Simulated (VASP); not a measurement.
# ZrTi7N8 (Fm-3m) in VASP: band structure with PBEsol

Aim: the band structure of ZrTi7N8 with PBEsol.

Everything below comes from runs of VASP 6.6.1. Logs are shortened: lines on timing, memory, paths and dates and some standing lists are left out, and cuts for length are marked.

## Step 1: Starting point

It takes space group Fm-3m (No. 225, cubic). The conventional cell has a = 8.514 Å, b = 8.514 Å, c = 8.514 Å, α = 90.00°, β = 90.00°, γ = 90.00°. Zr (site symmetry m-3m) is surrounded by 6 N at 2.18 Å. Ti (site symmetry mmm) is surrounded by 6 N at 2.13 Å. Ti (site symmetry m-3m) is surrounded by 6 N at 2.07 Å. N (site symmetry -43m) has 6 Ti at 2.13 Å as nearest neighbours. N (site symmetry 4mm) has 5 Ti at 2.07 to 2.13 Å and 1 Zr at 2.18 Å as nearest neighbours.

The cell was built by a generator and needn't be a form met in nature.

## Step 2: Band structure, PBEsol

INCAR reads:

```
SYSTEM = ZrTi7N8
  PREC = Accurate
  ENCUT = 520
  EDIFF = 1E-6
  ISMEAR = 1
  SIGMA = 0.1
  LREAL = .FALSE.
  LASPH = .TRUE.
  NELM = 80
  ALGO = Normal
  ISIF = 2
  LWAVE = .FALSE.
  LCHARG = .FALSE.
  LMAXMIX = 4
  GGA = PS
  NBANDS = 82
  ICORELEVEL = 1
  LUSENCCL = .FALSE.
```

KPOINTS reads:

```
regular mesh
0
G
  8 8 8
  0 0 0
```

POSCAR reads:

```
ZrTi7N8                                 
1.0
   -4.2570014997     -4.2570014997      0.0000000000
    0.0000000000     -4.2570014997      4.2570014997
   -4.2570014997      0.0000000000      4.2570014997
  Zr              Ti              N             
     1     7     8
Direct
     0.5000000000000000    0.0000000000000000    0.0000000000000000
     0.0000000000000000    0.0000000000000000    0.0000000000000000
     0.5000000000000000    0.5000000000000000    0.0000000000000000
     0.0000000000000000    0.5000000000000000    0.0000000000000000
     0.5000000000000000    0.0000000000000000    0.5000000000000000
     0.0000000000000000    0.0000000000000000    0.5000000000000000
     0.5000000000000000    0.5000000000000000    0.5000000000000000
     0.0000000000000000    0.5000000000000000    0.5000000000000000
     0.7500000000000000    0.2500000000000000    0.2500000000000000
     0.2436726688610094    0.2563273311389906    0.2563273311389906
     0.7563273311389906    0.7436726688610094    0.2563273311389906
     0.2436726688610094    0.7436726688610094    0.2563273311389906
     0.7563273311389906    0.2563273311389906    0.7436726688610094
     0.2436726688610094    0.2563273311389906    0.7436726688610094
     0.7563273311389906    0.7436726688610094    0.7436726688610094
     0.2500000000000000    0.7500000000000000    0.7500000000000000
```

KPOINTS_OPT reads:

```
explicit points
6
Reciprocal
 0.0000000000  0.0000000000  0.0000000000 1
 0.3750000000  0.3750000000  0.7500000000 1
 0.5000000000  0.5000000000  0.5000000000 1
 0.6250000000  0.2500000000  0.6250000000 1
 0.5000000000  0.2500000000  0.7500000000 1
 0.5000000000  0.0000000000  0.5000000000 1
```

Potentials or basis: VASP PAW PBE potentials, release 64 (Zr_sv, Ti_sv, N).

Started as:

```console
$ cat potpaw_PBE.64/Zr_sv/POTCAR potpaw_PBE.64/Ti_sv/POTCAR potpaw_PBE.64/N/POTCAR > POTCAR
$ mpirun -np 1 vasp_std > vasp.out
```

OUTCAR:

```text
SYSTEM = ZrTi7N8
   PREC = Accurate
   ENCUT = 520
   EDIFF = 1E-6
   ISMEAR = 1
   LREAL = .FALSE.
   LASPH = .TRUE.
   NELM = 80
   ISIF = 2
   GGA = PS

 ion  position               nearest neighbor table
   1  0.500  0.000  0.000-  10 2.18  11 2.18  12 2.18  13 2.18  14 2.18  15 2.18   2 3.01   3 3.01
                             5 3.01   5 3.01   6 3.01   7 3.01   3 3.01   4 3.01   7 3.01   2 3.01
   2  0.000  0.000  0.000-   9 2.13  16 2.13  12 2.13  13 2.13  14 2.13  11 2.13   1 3.01   1 3.01

   3  0.500  0.500  0.000-   9 2.13  16 2.13  12 2.13  13 2.13  15 2.13  10 2.13   1 3.01   1 3.01

   4  0.000  0.500  0.000-   9 2.13  16 2.13  11 2.13  14 2.13  15 2.13  10 2.13   1 3.01   1 3.01

   5  0.500  0.000  0.500-   9 2.13  16 2.13  11 2.13  14 2.13  15 2.13  10 2.13   1 3.01   1 3.01

   6  0.000  0.000  0.500-   9 2.13  16 2.13  12 2.13  13 2.13  15 2.13  10 2.13   1 3.01   1 3.01

   7  0.500  0.500  0.500-   9 2.13  16 2.13  12 2.13  13 2.13  14 2.13  11 2.13   1 3.01   1 3.01

   8  0.000  0.500  0.500-  10 2.07  11 2.07  12 2.07  13 2.07  14 2.07  15 2.07
   9  0.750  0.250  0.250-   2 2.13   3 2.13   4 2.13   5 2.13   6 2.13   7 2.13
  10  0.244  0.256  0.256-   8 2.07   4 2.13   5 2.13   6 2.13   3 2.13   1 2.18
  11  0.756  0.744  0.256-   8 2.07   4 2.13   5 2.13   7 2.13   2 2.13   1 2.18
  12  0.244  0.744  0.256-   8 2.07   3 2.13   6 2.13   7 2.13   2 2.13   1 2.18
  13  0.756  0.256  0.744-   8 2.07   3 2.13   6 2.13   7 2.13   2 2.13   1 2.18
  14  0.244  0.256  0.744-   8 2.07   4 2.13   5 2.13   7 2.13   2 2.13   1 2.18
  15  0.756  0.744  0.744-   8 2.07   4 2.13   5 2.13   6 2.13   3 2.13   1 2.18
  16  0.250  0.750  0.750-   2 2.13   3 2.13   4 2.13   5 2.13   6 2.13   7 2.13

  LATTYP: Found a face centered cubic cell.
 ALAT       =     8.5140029994

  Lattice vectors:

 A1 = (  -4.2570014997,  -4.2570014997,   0.0000000000)
 A2 = (   0.0000000000,  -4.2570014997,   4.2570014997)
 A3 = (  -4.2570014997,   0.0000000000,   4.2570014997)

Analysis of symmetry for initial positions (statically):
=====================================================================
 Subroutine PRICEL returns:
 Original cell was already a primitive cell.

 Routine SETGRP: Setting up the symmetry group for a
 face centered cubic supercell.

 Subroutine GETGRP returns: Found 48 space group operations
 (whereof  8 operations were pure point group operations)
 out of a pool of 48 trial point group operations.

The static configuration has the point symmetry D_2h.
 The point group associated with its full space group is O_h .

Analysis of symmetry for dynamics (positions and initial velocities):
=====================================================================
 Subroutine PRICEL returns:
 Original cell was already a primitive cell.

 Routine SETGRP: Setting up the symmetry group for a
 face centered cubic supercell.

 Subroutine GETGRP returns: Found 48 space group operations
 (whereof  8 operations were pure point group operations)
 out of a pool of 48 trial point group operations.

The dynamic configuration has the point symmetry D_2h.
 The point group associated with its full space group is O_h .

 Subroutine INISYM returns: Found 48 space group operations
 (whereof  8 operations are pure point group operations),
 and found     1 'primitive' translations

----------------------------------------------------------------------------------------

                                     Primitive cell

  volume of cell :     154.2913

  direct lattice vectors                    reciprocal lattice vectors
    -4.257001500 -4.257001500  0.000000000    -0.117453564 -0.117453564 -0.117453564
     0.000000000 -4.257001500  4.257001500     0.117453564 -0.117453564  0.117453564
    -4.257001500  0.000000000  4.257001500    -0.117453564  0.117453564  0.117453564

  length of vectors
     6.020309256  6.020309256  6.020309256     0.203435541  0.203435541  0.203435541

  position of ions in fractional coordinates (direct lattice)
     0.500000000  0.000000000  0.000000000
     0.000000000  0.000000000  0.000000000
     0.500000000  0.500000000  0.000000000
     0.000000000  0.500000000  0.000000000
     0.500000000  0.000000000  0.500000000
     0.000000000  0.000000000  0.500000000
[... 8 lines left out ...]
     0.756327331  0.743672669  0.743672669
     0.250000000  0.750000000  0.750000000

  ion indices of the primitive-cell ions
   primitive index   ion index
                 1           1
                 2           2
                 3           3
                 4           4
                 5           5
                 6           6
[... 8 lines left out ...]
                15          15
                16          16

----------------------------------------------------------------------------------------

 KPOINTS: regular mesh

Automatic generation of k-mesh.
 Grid dimensions read from file:
 generate k-points for:    8    8    8

 Generating k-lattice:

  Cartesian coordinates                     Fractional coordinates (reciprocal lattice)
    -0.014681696 -0.014681696 -0.014681696     0.125000000  0.000000000  0.000000000
     0.014681696 -0.014681696  0.014681696     0.000000000  0.125000000  0.000000000
    -0.014681696  0.014681696  0.014681696     0.000000000  0.000000000  0.125000000

  Length of vectors
     0.025429443  0.025429443  0.025429443

  Shift w.r.t. Gamma in fractional coordinates (k-lattice)
     0.000000000  0.000000000  0.000000000

 Subroutine IBZKPT returns following result:
 ===========================================

 Found     29 irreducible k-points:

 Following reciprocal coordinates:
            Coordinates               Weight
  0.000000  0.000000  0.000000      1.000000
  0.125000  0.000000  0.000000      8.000000
  0.250000  0.000000  0.000000      8.000000
  0.375000  0.000000  0.000000      8.000000
  0.500000  0.000000  0.000000      4.000000
  0.125000  0.125000  0.000000      6.000000
[... 16 lines left out ...]
  0.500000  0.250000  0.125000     48.000000
 -0.375000  0.250000  0.125000     24.000000
 [... further k-points ...]
   k-points           NKPTS =     29   k-points in BZ     NKDIM =     29   number of bands    NBANDS=     82
   number of dos      NEDOS =    301   number of ions     NIONS =     16
   total plane-waves  NPLWV = 110592
   dimension x,y,z NGX =    48 NGY =   48 NGZ =   48
   dimension x,y,z NGXF=    96 NGYF=   96 NGZF=   96
   ions per type =               1   7   8
   NGX,Y,Z   is equivalent  to a cutoff of  13.25, 13.25, 13.25 a.u.
   NGXF,Y,Z  is equivalent  to a cutoff of  26.51, 26.51, 26.51 a.u.
 SYSTEM =  ZrTi7N8
   PREC   = accura    normal or accurate (medium, high low for compatibility)
   ISTART =      0    job   : 0-new  1-cont  2-samecut
   ICHARG =      2    charge: 1-file 2-atom 10-const
   ISPIN  =      1    spin polarized calculation?
   LNONCOLLINEAR =      F non collinear calculations
   LSORBIT =      F    spin-orbit coupling
   LASPH  =      T    aspherical Exc in radial PAW
   ENCUT  =  520.0 eV  38.22 Ry    6.18 a.u.  11.19 11.19 11.19*2*pi/ulx,y,z
   NELM   =     80;   NELMIN=  2; NELMDL= -5     # of ELM steps
   EDIFF  = 0.1E-05   stopping-criterion for ELM
   LREAL  =      F    real-space projection
   EDIFFG = 0.1E-04   stopping-criterion for IOM
   NSW    =      0    number of steps for IOM
   IBRION =     -1    ionic relax: 0-MD 1-quasi-New 2-CG
   NFREE  =      0    steps in history (QN), initial steepest desc. (CG)
   ISIF   =      2    stress and relaxation
   ISYM   =      2    0-nonsym 1-usesym 2-fastsym
   POTIM  = 0.5000    time-step for ionic-motion
   TEBEG  =    0.0;   TEEND  =   0.0 temperature during run
   PSTRESS=    0.0 pullay stress
   NELECT =     136.0000    total number of electrons
   NUPDOWN=      -1.0000    fix difference up-down
   EMIN   =  10.00;   EMAX   =-10.00  energy-range for DOS
   EFERMI =   0.00;   METHOD = LEGACY
   ISMEAR =     1;   SIGMA  =   0.10  broadening in eV -4-tet -1-fermi 0-gaus
   EFERMI_NEDOS =   21; number of points for ismear=-14 and -15
   IALGO  =     38    algorithm
   IMIX   =      4    mixing-type and parameters
     AMIX     =   0.40;   BMIX     =  1.00
     AMIX_MAG =   1.60;   BMIX_MAG =  1.00
  volume/ion in A,a.u.               =       9.64        65.08
  Fermi-wavevector in a.u.,A,eV,Ry     =   1.569666  2.966239 33.522745  2.463852
  Thomas-Fermi vector in A             =   2.671515
   LORBIT       =      0    0 simple, 1 ext, 2 COOP (PROOUT), +10 PAW based schemes
   GGA     = PS    functional components
   LHFCALC =     F    Hartree Fock is set to
   AEXX    =    0.0000 exact exchange contribution
   IVDW    =     0    specifies the selected vdW correction
   LEPSILON=     F    determine dielectric tensor
   LRPA    =     F    only Hartree local field effects (RPA)
 non-spin polarized calculation
 Methfessel and Paxton  Order N= 1 SIGMA  =   0.10
  energy-cutoff  :      520.00
  volume of cell :      154.29
 maximum number of plane-waves:      4184
 NGX is ok and might be reduce to    48
   NGX = 23   NGY = 23   NGZ = 23

 number of electron     136.0000030 magnetization

 Free energy of the ion-electron system (eV)
  ---------------------------------------------------
  ext. energy  EPLUGINS =         0.00000000
  ---------------------------------------------------
  free energy    TOTEN  =      -166.51551445 eV

  energy without entropy =     -166.50746938  energy(sigma->0) =     -166.51283276

 the core state eigenenergies are
   1-  1s -17804.2512  2s  -2451.6117  2p  -2184.1019  3s   -387.0177  3p   -299.9023
       3d   -157.0053
   2-  1s  -4852.1275  2s   -520.7972  2p   -428.0824
   3-  1s  -4852.1275  2s   -520.7972  2p   -428.0824
   4-  1s  -4852.1275  2s   -520.7972  2p   -428.0824
   5-  1s  -4852.1275  2s   -520.7972  2p   -428.0824
   6-  1s  -4852.1275  2s   -520.7972  2p   -428.0824
   7-  1s  -4852.1275  2s   -520.7972  2p   -428.0824
   8-  1s  -4851.8891  2s   -520.6664  2p   -427.9407
   9-  1s   -366.1136
  10-  1s   -366.0256
  11-  1s   -366.0256
  12-  1s   -366.0256
  13-  1s   -366.0256
  14-  1s   -366.0256
  15-  1s   -366.0256
  16-  1s   -366.1136

 E-fermi :  11.6519     XC(G=0): -13.2572

 val. band max:       11.6483407906   @ k =   0.5000   0.2500   0.1250
 cond. band min:      11.6546171629   @ k =   0.5000   0.2500   0.0000
 fundamental gap:      0.0062763723
 Fermi energy:        11.6518929612

 k-point     1 :       0.0000    0.0000    0.0000
  band No.  band energies     occupation
      1     -45.9274      2.00000
      2     -45.8537      2.00000
      3     -45.8537      2.00000
      4     -45.8537      2.00000
      5     -45.8231      2.00000
      6     -45.8231      2.00000
[... 72 lines left out ...]
     79      13.5622     -0.00000
     80      13.5624     -0.00000

 k-point     2 :       0.1250    0.0000    0.0000
  band No.  band energies     occupation
      1     -45.9244      2.00000
      2     -45.8562      2.00000
      3     -45.8525      2.00000
      4     -45.8525      2.00000
      5     -45.8243      2.00000
      6     -45.8243      2.00000
[... 1818 lines left out ...]
 k-point    24 :      -0.3750    0.2500    0.1250
  band No.  band energies     occupation
      1     -45.8860      2.00000
      2     -45.8822      2.00000
      3     -45.8489      2.00000
      4     -45.8475      2.00000
      5     -45.8335      2.00000
      6     -45.8334      2.00000
[... 72 lines left out ...]
     79      13.4362     -0.00000
     80      13.4597     -0.00000

 [... further k-points ...]

 [bands above 80 left out]

------------------------ aborting loop because EDIFF is reached ----------------------------------------

  FORCE on cell =-STRESS in cart. coord.  units (eV):
  Direction    XX          YY          ZZ          XY          YZ          ZX
  --------------------------------------------------------------------------------------
  -------------------------------------------------------------------------------------
  Total        0.1089717      0.1089717      0.1089717     -0.0000000     -0.0000000     -0.0000000
  in kB        1.1315739      1.1315739      1.1315739     -0.0000000     -0.0000000     -0.0000000
  external PRESSURE =       1.1315739 kB  Pullay stress =       0.0000000 kB

 VOLUME and BASIS-vectors are now :
 -----------------------------------------------------------------------------
  energy-cutoff  :      520.00
  volume of cell :      154.29
      direct lattice vectors                 reciprocal lattice vectors
    -4.257001500 -4.257001500  0.000000000    -0.117453564 -0.117453564 -0.117453564
     0.000000000 -4.257001500  4.257001500     0.117453564 -0.117453564  0.117453564
    -4.257001500  0.000000000  4.257001500    -0.117453564  0.117453564  0.117453564

 POSITION                                       TOTAL-FORCE (eV/Angst)
 -----------------------------------------------------------------------------------
     -2.12850     -2.12850      0.00000         0.000000     -0.000000     -0.000000
      0.00000      0.00000      0.00000         0.000000     -0.000000     -0.000000
     -2.12850     -4.25700      2.12850         0.000000      0.000000     -0.000000
      0.00000     -2.12850      2.12850         0.000000      0.000000     -0.000000
     -4.25700     -2.12850      2.12850         0.000000      0.000000     -0.000000
     -2.12850      0.00000      2.12850         0.000000      0.000000     -0.000000
[... 8 lines left out ...]
     -6.38550     -6.38550      6.33163         0.000000      0.000000     -0.002426
     -4.25700     -4.25700      6.38550        -0.000000     -0.000000     -0.000000
 -----------------------------------------------------------------------------------
    total drift:                               -0.000000     -0.000000      0.000000

  FREE ENERGIE OF THE ION-ELECTRON SYSTEM (eV)
  ---------------------------------------------------
  free  energy   TOTEN  =      -166.5155144490 eV

  energy  without entropy=     -166.5074693822  energy(sigma->0) =     -166.51283276
```

Wall time 8.3 min (1 × NVIDIA H100 80GB with 1 thread of AMD EPYC 7R13 (Zen 3), shared host); peak memory 1.7 GiB.

What came out:

```yaml
Free_energy: -166.5155 eV
Pressure: 0.1 GPa
Band_gap_along_the_path: none (metal or under the smearing width)
```

Forces on the atoms (eV/Å):
```
Zr   0.000  0.000  0.000
Ti   0.000  0.000  0.000
Ti   0.000  0.000  0.000
Ti   0.000  0.000  0.000
Ti   0.000  0.000  0.000
Ti   0.000  0.000  0.000
Ti   0.000  0.000  0.000
Ti   0.000  0.000  0.000
N    0.000  0.000  0.000
N    0.000  0.000  0.002
N   -0.002  0.000  0.000
N    0.000  0.002  0.000
N    0.000 -0.002  0.000
N    0.002  0.000  0.000
N    0.000  0.000 -0.002
N    0.000  0.000  0.000
```

Levels at points of the mesh, in eV from the Fermi level:
```
           k point  band 65  band 66  band 67  band 68  band 69  band 70  band 71  band 72
(0.00, 0.00, 0.00)    -2.11    -2.11    -2.11    -0.62    -0.62    -0.62     0.65     0.65
(0.50, 0.00, 0.00)    -0.48    -0.48    -0.47    -0.37    -0.37    -0.26     0.45     0.45
(0.50, 0.50, 0.00)    -2.15    -2.05     0.82     0.82     0.84     0.91     0.94     0.94
```

Core levels (eV, on the scale of the bands):
| atom | levels |
| --- | --- |
| 1 Zr | 1s -17804.3, 2s -2451.6, 2p -2184.1, 3s -387.0, 3p -299.9, 3d -157.0 |
| 2 Ti | 1s -4852.1, 2s -520.8, 2p -428.1 |
| 3 Ti | 1s -4852.1, 2s -520.8, 2p -428.1 |
| 4 Ti | 1s -4852.1, 2s -520.8, 2p -428.1 |
| 5 Ti | 1s -4852.1, 2s -520.8, 2p -428.1 |
| 6 Ti | 1s -4852.1, 2s -520.8, 2p -428.1 |

Caveat: the PAW data sets were made with another functional, which shifts forces and pressure a little.
